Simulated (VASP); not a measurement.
All values below come from r2SCAN meta-GGA, VASP's PBE PAW potentials (set 64) (plane waves; VASP).

Gaps are without spin-orbit coupling.

Q: Order these relaxed crystals by band gap, smallest first: PbS, R3m (160); KTaO3, Pm-3m (221); AgCl, Fm-3m (225); LiF, Fm-3m (225).

A: PbS, R3m (160) (0.70 eV), AgCl, Fm-3m (225) (1.42 eV), KTaO3, Pm-3m (221) (2.58 eV), LiF, Fm-3m (225) (10.63 eV)
